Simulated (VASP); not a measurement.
The system is BaZr2O3.

```xyz
6
Lattice="3.4500 0.0000 0.0000 -1.7250 2.9878 0.0000 0.0000 0.0000 9.1000" Properties=species:S:1:pos:R:3 pbc="T T T"
Ba    0.0000    0.0000    0.0000
Zr    0.0000    1.9919    3.2760
Zr    1.7250    0.9959    5.8240
O     0.0000    0.0000    4.5500
O     1.7250    0.9959    1.5015
O     0.0000    1.9919    7.5985
```

The cell was built by a generator and needn't be a form met in nature.

* Program: VASP 6.6.1
* Task: relaxation of cell and atoms
* Functional: PBE
* Potentials or basis: VASP PAW PBE potentials, release 64 (Ba_sv, Zr_sv, O)
* Cutoff: 520 eV
* k mesh: 5 × 5 × 2
* Occupations: gaussian, width 0.15 eV
* Spin: no spin polarisation

At the start: pressure -2.0 GPa; volume 15.63 Å³/atom.

Q: Where does the relaxation end?

A: Over 10 steps the energy falls by 444.5 meV/atom and the volume is 14.60 Å³/atom (-6.6 %); space group P-3m1 (No. 164, to 0.05 Å).

The path:
| step | energy change (eV) | largest force (eV/Å) | pressure (GPa) | volume (Å³) |
| --- | --- | --- | --- | --- |
| 1 | 0.0000 | 3.9949 | -2.05 | 93.80 |
| 2 | -1.4576 | 2.7168 | -5.23 | 91.09 |
| 3 | -2.2418 | 1.8566 | 3.65 | 85.61 |
| 4 | -2.4028 | 1.0400 | -1.59 | 87.34 |
| 5 | -2.4072 | 1.1750 | -1.00 | 87.07 |
| 6 | -2.5817 | 0.6632 | 2.92 | 85.22 |
| 7 | -2.6011 | 0.3709 | 4.93 | 84.46 |
| 8 | -2.6604 | 0.2891 | -0.86 | 88.14 |
| 9 | -2.6650 | 0.1597 | 0.25 | 87.35 |
| 10 | -2.6671 | 0.0223 | -0.09 | 87.59 |

Final structure:
```
Ba Zr O
1.0
     3.39508    0.00000    0.00000
    -1.69754    2.94023    0.00000
     0.00000    0.00000    8.77433
Ba Zr O
1 2 3
Direct
  0.00000 0.00000 0.00000
  0.33333 0.66667 0.35981
  0.66667 0.33333 0.64019
  0.00000 0.00000 0.50000
  0.66667 0.33333 0.22960
  0.33333 0.66667 0.77040
```

Caveat: the k mesh is coarse (spacing up to 0.42 Å⁻¹), so the values aren't converged.
